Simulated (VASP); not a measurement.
Data:

```
CELL_PARAMETERS angstrom
     -2.64000     2.64000     2.64000
      2.64000    -2.64000     2.64000
      2.64000     2.64000    -2.64000
ATOMIC_POSITIONS crystal
  K  0.00000 0.00000 0.00000
```

These are AM05 GGA, VASP's PBE PAW potentials (set 64) (plane waves; VASP 6.6.1) values and carry that method's errors. Run with 520 eV cut-off, Gaussian smearing of 0.050 eV, potentials K_sv.

### Question
What does the run give for the band gap (along the path) with the smallest direct gap where there is one?

### Answer

- band gap (along the path) = none (metal, semimetal or under 0.01 eV)

Only differences to runs with the same potentials and settings are physical.

The compound is K in the bcc structure. The cell was not relaxed at this level.
